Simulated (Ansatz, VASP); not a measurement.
**H30S2O21 (H30S2O21 (Cm)): VASP beside Ansatz**

Wanted: the spread between two codes on one cell, functional and k mesh. The structure shown is the start of the Ansatz relaxation below; VASP solves that cell, so the two are compared at the walk's first step.

Calculated with Ansatz 0.2.0; plane waves, with VASP 6.6.1 beside it; single point at PBEsol.

## (1) The starting structure

The cell holds 53 atoms: 30 H, 2 S and 21 O. Its edges and angles: a = 13.881 Å, b = 13.881 Å, c = 5.933 Å, α = 95.0°, β = 95.0°, γ = 153.7°.

## (2) Ansatz: relaxation, PBEsol

Ansatz runs on its default PAW (the set named soft_2) files.

The two programs are compared at the cell with which this relaxation starts, whose forces are those of its first step.

input.yaml

```yaml
crystal:
  lattice:
    - [3.154794, -13.517581, 0.0]
    - [3.154794, 13.517581, 0.0]
    - [-2.254986, 0.0, 5.487529]
  atoms:
    - { symbol: H, position: [0.410723, 0.248964, 0.839678] }
    - { symbol: H, position: [0.248964, 0.410723, 0.839678] }
    - { symbol: H, position: [0.211622, 0.020249, 0.910251] }
    - { symbol: H, position: [0.020249, 0.211622, 0.910251] }
    - { symbol: H, position: [0.923832, 0.923832, 0.440181] }
    - { symbol: H, position: [0.093601, 0.026599, 0.699285] }
    - { symbol: H, position: [0.026599, 0.093601, 0.699285] }
    - { symbol: H, position: [0.822052, 0.76285, 0.06483] }
    - { symbol: H, position: [0.76285, 0.822052, 0.06483] }
    - { symbol: H, position: [0.684843, 0.477623, 0.339603] }
    - { symbol: H, position: [0.477623, 0.684843, 0.339603] }
    - { symbol: H, position: [0.657126, 0.500108, 0.587133] }
    - { symbol: H, position: [0.500108, 0.657126, 0.587133] }
    - { symbol: H, position: [0.437703, 0.372086, 0.291295] }
    - { symbol: H, position: [0.372086, 0.437703, 0.291295] }
    - { symbol: H, position: [0.15048, 0.15048, 0.18435] }
    - { symbol: H, position: [0.578064, 0.230987, 0.589573] }
    - { symbol: H, position: [0.230987, 0.578064, 0.589573] }
    - { symbol: H, position: [0.324947, 0.014252, 0.377433] }
    - { symbol: H, position: [0.014252, 0.324947, 0.377433] }
    - { symbol: H, position: [0.925276, 0.490629, 0.17141] }
    - { symbol: H, position: [0.490629, 0.925276, 0.17141] }
    - { symbol: H, position: [0.025329, 0.479112, 0.279988] }
    - { symbol: H, position: [0.703325, 0.09183, 0.752844] }
    - { symbol: H, position: [0.09183, 0.703325, 0.752844] }
    - { symbol: H, position: [0.905825, 0.310307, 0.647933] }
    - { symbol: H, position: [0.310307, 0.905825, 0.647933] }
    - { symbol: H, position: [0.898058, 0.361693, 0.93057] }
    - { symbol: H, position: [0.361693, 0.898058, 0.93057] }
    - { symbol: H, position: [0.479112, 0.025329, 0.279988] }
    - { symbol: S, position: [0.87957, 0.621486, 0.998938] }
    - { symbol: S, position: [0.621486, 0.87957, 0.998938] }
    - { symbol: O, position: [0.241015, 0.079798, 0.781379] }
    - { symbol: O, position: [0.079798, 0.241015, 0.781379] }
    - { symbol: O, position: [0.971191, 0.971191, 0.623877] }
    - { symbol: O, position: [0.880721, 0.880721, 0.15248] }
    - { symbol: O, position: [0.597575, 0.44582, 0.407902] }
    - { symbol: O, position: [0.44582, 0.597575, 0.407902] }
    - { symbol: O, position: [0.317851, 0.317851, 0.205625] }
    - { symbol: O, position: [0.42885, 0.061717, 0.485755] }
    - { symbol: O, position: [0.061717, 0.42885, 0.485755] }
    - { symbol: O, position: [0.007769, 0.505618, 0.145608] }
    - { symbol: O, position: [0.505618, 0.007769, 0.145608] }
    - { symbol: O, position: [0.236414, 0.80098, 0.742029] }
    - { symbol: O, position: [0.80098, 0.236414, 0.742029] }
    - { symbol: O, position: [0.815286, 0.514005, 0.178459] }
    - { symbol: O, position: [0.514005, 0.815286, 0.178459] }
    - { symbol: O, position: [0.123146, 0.881528, 0.11047] }
    - { symbol: O, position: [0.881528, 0.123146, 0.11047] }
    - { symbol: O, position: [0.856006, 0.530751, 0.782534] }
    - { symbol: O, position: [0.530751, 0.856006, 0.782534] }
    - { symbol: O, position: [0.713176, 0.553161, 0.909253] }
    - { symbol: O, position: [0.553161, 0.713176, 0.909253] }
basis:
  ecutwfc: 420
  xc_grid: 2
hamiltonian:
  xc: pbesol
kpoints:
  mp_grid: { grid: [5, 5, 5] }
scf:
  occupations: { method: fermi_dirac, width: 0.01 }
  max_iter: 150
output:
  forces: true
  stress: true
relax:
  f_tol: 0.01
  max_steps: 60
  cell: {}
checkpoint:
  write: "../pbesol.run"
  compress: false
  write_wavefunctions: false
  write_every: 100000
```

Run with:

```
> ansatz run input.yaml --threads 4 --pin off --max-ram 6594MiB --backend cpu --events-out ev --progress --plain --runs-dir out
```

Numbers of over 12 decimals in the logs are rounded to 6 here.

Output:

```text
basis.fft_grid_basis auto: the FFT boxes are laid along the combinations [[1, 1, 0], [0, 1, 0], [0, 0, 1]] of the cell's own vectors, 6.310, 13.881 and 5.933 Å long. The dense box has 45×96×40 points. Along the cell's own vectors, as sized, it would have 96×96×40, 2.13 times as many. Of the 2 symmetry operations that the crystal satisfies within crystal.symmetry.tolerance (time reversal apart; of a slab, those that k [...]
Engine: ansatz 0.2.0, x86_64-unknown-linux-gnu
Pseudopotentials: kind: paw
Pseudopotential: H, paw, valence charge 1, recommended cutoff 420 eV (normal), H.paw.azcp
Pseudopotential: S, paw, valence charge 6, recommended cutoff 420 eV (normal), S.paw.azcp
Pseudopotential: O, paw, valence charge 6, recommended cutoff 420 eV (normal), O.paw.azcp
Functional definition: PBEsol
  exchange = pbesol_x
  correlation = pbesol_c
Crystal: 53 atoms, lattice volume = 468.033 Å³
Basis set: ecut = 420 eV, 9155 PW (Γ), FFT grids on a1+a2, a2, a3, exchange–correlation on 90×192×80 points (8 copies of the dense FFT grid, shifted against one another)
Bands: 137, of which v1, the nominal top of the filled ones, is band 84 counted from 1 (83 counted from 0)
Symmetry: 2 space group operations
Space group: Cm (ITA 8), of the structure as read, at distance tolerance 7.8e-5 Å
k-points: 39 of 125 (time reversal used)
Non-local potential: H, projectors of the file, l = 0: 2, l = 1: 1
Non-local potential: S, projectors of the file, l = 0: 2, l = 1: 2, l = 2: 2
Non-local potential: O, projectors of the file, l = 0: 2, l = 1: 2, l = 2: 1
PAW form: soft (Blöchl's): semilocal exchange-correlation on the pseudo side does not see the compensation charge
PAW frozen core: S, regenerated for the run's functional, and the local potential with it (the file was generated under x = pbe(κ = 0.804, μ = 0.219515), c = pbe(β = 0.066725))
PAW frozen core: O, regenerated for the run's functional, and the local potential with it (the file was generated under x = pbe(κ = 0.804, μ = 0.219515), c = pbe(β = 0.066725))
PAW one-centre angular grid: H, 110 points (default); XC on 64 Gauss nodes
PAW one-centre angular grid: S, 110 points (default); XC on 64 Gauss nodes
PAW one-centre angular grid: O, 110 points (default); XC on 64 Gauss nodes
Initial density: superposition of atomic densities (neutral atoms: chi_scale 0, normalization atom), corrected by the library's trained network
Initial wavefunctions: pseudopotential atomic-orbital guess
Functional: x = pbesol(κ = 0.804, μ = 0.123457), c = pbesol(β = 0.046)
SCF iter   1: F=—  HF=-14024.516581 eV  |F-HF|=—  |Δ(HF+E_count)|=         —  Δρ=8.20e-3  dr2=2.32e-1  ethr=1.77e-3  ⟨swp⟩=6.0  Hψ=25292  notcnv=0  defer=520
preconditioner: auto → Resta (q_TF=auto, 2.300 Å⁻¹)  ε∞=2.5  [insulator: Δε(μ)=5.119 eV  Ē_g=18.461 eV  σ=0.010 eV  W_gap=1.00  n_scr=96 (ndim 8)  ℏωp=22.2 eV  f_vac=0.197  D(μ)=0.00/eV (n_scr^D=0)  ε∞_Penn≈2.5]
SCF iter   2: F=—  HF=-14024.438902 eV  |F-HF|=—  |Δ(HF+E_count)|=   7.77e-2  Δρ=2.12e-3  dr2=1.47e-2  ethr=1.38e-4  ⟨swp⟩=2.0  Hψ=8091  notcnv=0  defer=1882
SCF iter   3: F=—  HF=-14024.440101 eV  |F-HF|=—  |Δ(HF+E_count)|=   1.20e-3  Δρ=9.29e-4  dr2=4.04e-3  ethr=8.77e-6  ⟨swp⟩=2.0  Hψ=6103  notcnv=0  defer=1882
SCF iter   4: F=—  HF=-14024.441473 eV  |F-HF|=—  |Δ(HF+E_count)|=   1.37e-3  Δρ=4.38e-4  dr2=7.92e-4  ethr=2.41e-6  ⟨swp⟩=2.1  Hψ=6286  notcnv=0  defer=1882
SCF iter   5: F=—  HF=-14024.441529 eV  |F-HF|=—  |Δ(HF+E_count)|=   5.59e-5  Δρ=1.34e-4  dr2=8.71e-5  ethr=4.72e-7  ⟨swp⟩=2.0  Hψ=6857  notcnv=0  defer=1882
SCF iter   6: F=—  HF=-14024.441554 eV  |F-HF|=—  |Δ(HF+E_count)|=   2.54e-5  Δρ=4.62e-5  dr2=1.25e-5  ethr=5.19e-8  ⟨swp⟩=2.0  Hψ=7033  notcnv=0  defer=1882
SCF iter   7: F=—  HF=-14024.441563 eV  |F-HF|=—  |Δ(HF+E_count)|=   9.16e-6  Δρ=1.85e-5  dr2=1.47e-6  ethr=7.45e-9  ⟨swp⟩=2.1  Hψ=6662  notcnv=0  defer=1882
SCF iter   8: F=—  HF=-14024.441565 eV  |F-HF|=—  |Δ(HF+E_count)|=   1.54e-6  Δρ=7.28e-6  dr2=1.72e-7  ethr=8.77e-10  ⟨swp⟩=2.0  Hψ=6754  notcnv=0  defer=1882
SCF iter   9: F=-14024.441565 eV  HF=-14024.441565 eV  |F-HF|=9.94e-9  |Δ(HF+E_count)|=   2.97e-7  Δρ=3.15e-6  dr2=4.02e-8  ethr=5.95e-11  ⟨swp⟩=4.3  Hψ=14520  notcnv=0
SCF 1 converged in 9 iterations: F = -14024.441565 eV  dr2 = 4.02e-8
  greatest PAW one-centre occupation: 0.873 electrons in one spin orbital (limit 2), on the O atom at site 46 (counted from 0), in its partial waves of l = 0
[...]
SCF converged after 4 iterations
Free energy (F): -14024.528047 eV
Harris-Foulkes:  -14024.528047 eV  (|F-HF|=3.27e-11)
Internal energy: -14024.528047 eV  (E = F + TS)
E sigma→0 (E₀):  -14024.528047 eV
Fermi energy:    2.202690 eV
--- Per-component energies (eV) ---
  E_band       = -1348.267100
  E_kinetic    = 4324.129208
  E_local      = -12028.045512  (includes V_loc(G=0)·N_el)
  E_nonlocal   = 1118.906378
  E_hartree    = 4250.387263
  E_xc         = -1976.604457
  E_vxc        = -2468.562629  (∫ρ·V_xc dr)
  E_paw        = -4396.580207  (= ΣΔE_a)
  E_vpaw       = -795.489989  (= ΣTr[D̂ρ^β])
  E_aug_tail   = 0.020122  (compensation charges beyond the density's cutoff)
  E_ewald      = -5317.605787
  E_core_change = 0.864945  (= ΣΔE_core)
  E_smearing   = -0.000000  (= −TS)
  E_closure    = 0.000000  (closes the sum)
  Σ components = -14024.528047   (vs F -14024.528047, Δ=0.00e0)
--- Forces (eV/Å), atoms counted from 1 ---
  atom   1  H      0.00066810    -0.00109529     0.00251282
  atom   2  H      0.00066810     0.00109529     0.00251282
  atom   3  H     -0.00080509     0.00009373     0.00214405
  atom   4  H     -0.00080509    -0.00009373     0.00214405
  atom   5  H      0.00354369    -0.00000000    -0.00165157
  atom   6  H      0.00063743     0.00029513    -0.00156803
  atom   7  H      0.00063743    -0.00029513    -0.00156803
  atom   8  H     -0.00120758    -0.00303955    -0.00204374
  atom   9  H     -0.00120758     0.00303955    -0.00204374
  atom  10  H      0.00255419    -0.00250860    -0.00003995
  atom  11  H      0.00255419     0.00250860    -0.00003995
  atom  12  H      0.00101500    -0.00189439     0.00366909
  atom  13  H      0.00101500     0.00189439     0.00366909
  atom  14  H      0.00003213     0.00297599     0.00109217
  atom  15  H      0.00003213    -0.00297599     0.00109217
  atom  16  H     -0.00432414     0.00000000     0.00044780
  atom  17  H      0.00198741    -0.00039176     0.00209488
  atom  18  H      0.00198741     0.00039176     0.00209488
  atom  19  H     -0.00072614     0.00037067     0.00025427
  atom  20  H     -0.00072614    -0.00037067     0.00025427
  atom  21  H     -0.00171940     0.00305568    -0.00060872
  atom  22  H     -0.00171940    -0.00305568    -0.00060872
  atom  23  H     -0.00118208    -0.00190551     0.00148656
  atom  24  H     -0.00062830    -0.00172750    -0.00080616
[...]
atom  46  O     -0.00162055     0.00014286     0.00059427
  atom  47  O     -0.00162055    -0.00014286     0.00059427
  atom  48  O     -0.00321043    -0.00216104    -0.00275063
  atom  49  O     -0.00321043     0.00216104    -0.00275063
  atom  50  O      0.00243874     0.00272360     0.00217933
  atom  51  O      0.00243874    -0.00272360     0.00217933
  atom  52  O     -0.00436224    -0.00159475     0.00059012
  atom  53  O     -0.00436224     0.00159475     0.00059012
  max |Σ_I F_I| component: 6.71e-6 eV/Å
--- Stress (GPa, compression-positive) ---
        0.010045      -0.000000       0.003027
       -0.000000      -0.005211      -0.000000
        0.003028      -0.000000      -0.002599
  P = ⅓ Tr σ = 0.0007 GPa (0.007 kbar)
--- Relaxed structure (17 steps of the walk, 13 accepted, 3 SCFs on fresh bases) ---
  F+E_penalty+E_count = -14024.52804743 eV   max|allowed force component| = 8.336e-3 eV/Å   (the final SCF, on the basis selected at the relaxed cell)
  cell:  # Å, volume = 450.5769 Å³
    - [3.130168, -13.309523, 0.00574727]
    - [3.130168, 13.309523, 0.00574727]
    - [-2.227387, 2.796599334772288e-17, 5.403564]
  atoms:
    - { symbol: H, position: [0.417376, 0.257276, 0.845041] }
    - { symbol: H, position: [0.257276, 0.417376, 0.845041] }
    - { symbol: H, position: [0.216508, 0.024702, 0.914656] }
    - { symbol: H, position: [0.024702, 0.216508, 0.914656] }
    - { symbol: H, position: [0.930258, 0.930258, 0.431974] }
    - { symbol: H, position: [0.098139, 0.030173, 0.697858] }
    - { symbol: H, position: [0.030173, 0.098139, 0.697858] }
    - { symbol: H, position: [0.825682, 0.765400, 0.059336] }
    - { symbol: H, position: [0.765400, 0.825682, 0.059336] }
    - { symbol: H, position: [0.678884, 0.469306, 0.336743] }
    - { symbol: H, position: [0.469306, 0.678884, 0.336743] }
    - { symbol: H, position: [0.649063, 0.490726, 0.587101] }
    - { symbol: H, position: [0.490726, 0.649063, 0.587101] }
    - { symbol: H, position: [0.437377, 0.369847, 0.290540] }
    - { symbol: H, position: [0.369847, 0.437377, 0.290540] }
    - { symbol: H, position: [0.149735, 0.149735, 0.176509] }
    - { symbol: H, position: [0.580913, 0.233331, 0.590158] }
    - { symbol: H, position: [0.233331, 0.580913, 0.590158] }
    - { symbol: H, position: [0.325580, 0.015614, 0.373739] }
    - { symbol: H, position: [0.015614, 0.325580, 0.373739] }
    - { symbol: H, position: [0.920755, 0.487907, 0.175666] }
    - { symbol: H, position: [0.487907, 0.920755, 0.175666] }
    - { symbol: H, position: [0.023851, 0.476812, 0.287496] }
    - { symbol: H, position: [0.703139, 0.091824, 0.751472] }
    - { symbol: H, position: [0.091824, 0.703139, 0.751472] }
    - { symbol: H, position: [0.908451, 0.312730, 0.646880] }
    - { symbol: H, position: [0.312730, 0.908451, 0.646880] }
    - { symbol: H, position: [0.901091, 0.365901, 0.939260] }
    - { symbol: H, position: [0.365901, 0.901091, 0.939260] }
    - { symbol: H, position: [0.476812, 0.023851, 0.287496] }
    - { symbol: S, position: [0.880000, 0.622000, 0.998471] }
    - { symbol: S, position: [0.622000, 0.880000, 0.998471] }
    - { symbol: O, position: [0.246871, 0.085365, 0.783432] }
    - { symbol: O, position: [0.085365, 0.246871, 0.783432] }
    - { symbol: O, position: [0.972909, 0.972909, 0.618890] }
    - { symbol: O, position: [0.886260, 0.886260, 0.148037] }
    - { symbol: O, position: [0.577993, 0.420244, 0.404142] }
    - { symbol: O, position: [0.420244, 0.577993, 0.404142] }
    - { symbol: O, position: [0.320018, 0.320018, 0.200697] }
    - { symbol: O, position: [0.429619, 0.061964, 0.484197] }
    - { symbol: O, position: [0.061964, 0.429619, 0.484197] }
    - { symbol: O, position: [0.00634592, 0.504977, 0.150733] }
    - { symbol: O, position: [0.504977, 0.00634592, 0.150733] }
    - { symbol: O, position: [0.238520, 0.802441, 0.742750] }
    - { symbol: O, position: [0.802441, 0.238520, 0.742750] }
    - { symbol: O, position: [0.815321, 0.514701, 0.182014] }
    - { symbol: O, position: [0.514701, 0.815321, 0.182014] }
    - { symbol: O, position: [0.125844, 0.883254, 0.109201] }
    - { symbol: O, position: [0.883254, 0.125844, 0.109201] }
    - { symbol: O, position: [0.852484, 0.526598, 0.779191] }
    - { symbol: O, position: [0.526598, 0.852484, 0.779191] }
    - { symbol: O, position: [0.714647, 0.556801, 0.909280] }
    - { symbol: O, position: [0.556801, 0.714647, 0.909280] }
```

In the SCF lines HF is the Harris–Foulkes energy and dr2 the Hartree energy of the density residual, in eV; the loop may stop once dr2 is under the threshold and the program's other checks hold. Hψ counts applications of the Hamiltonian.

(Continued in part 2 of 2.)

[Lines on the potential files, build, host, timing and source positions are cut from VASP's logs without a mark.]

[Logs are printed without paths, hosts, clocks, repeated set-up lines and the standing remarks that a program may print on its own settings, such as how far it seeks lower states.]

[Hosts, paths, dates, database ids (printed as entryN), source tags and the programs' standing remarks are cut or masked in the printed files.]
